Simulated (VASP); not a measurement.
Crystal: Ba2NaBeO6.

```
CELL_PARAMETERS angstrom
0.00000 4.09604 4.09604
4.09604 0.00000 4.09604
4.09604 4.09604 0.00000
ATOMIC_POSITIONS crystal
Na 0.50000 0.50000 0.50000
Ba 0.25000 0.25000 0.25000
Ba 0.75000 0.75000 0.75000
Be 0.00000 0.00000 0.00000
O 0.77600 0.22400 0.22400
O 0.22400 0.77600 0.22400
O 0.22400 0.77600 0.77600
O 0.77600 0.22400 0.77600
O 0.22400 0.22400 0.77600
O 0.77600 0.77600 0.22400
```

The cell was built by a generator and needn't be a form met in nature.

Base run:

```yaml
Program: VASP 6.6.1
Functional: PBE
Potentials_or_basis: VASP PAW PBE potentials, release 64 (Na_pv, Ba_sv, Be, O)
Cutoff: 520 eV
k_mesh: 4 × 4 × 4
Occupations: fermi-dirac, width 0.1 eV
Spin: no spin polarisation
```

Its results: band gap on the k mesh none (metal or under the smearing width); pressure -0.8 GPa; largest force 0.560 eV/Å.

Task: The run is repeated on the same cell with these changes: functional from PBE to LDA; potentials or basis from VASP PAW PBE potentials, release 64 (Na_pv, Ba_sv, Be, O) to VASP PAW LDA potentials, release 64 (Na_pv, Ba_sv, Be, O). What comes out?

Result: Band gap on the k mesh none (metal or under the smearing width); pressure -8.7 GPa; largest force 0.683 eV/Å.

Caveats: an odd number of electrons without spin polarisation forces a metal; a magnetic or distorted state may lie lower.

Not every run made on this cell is shown here.
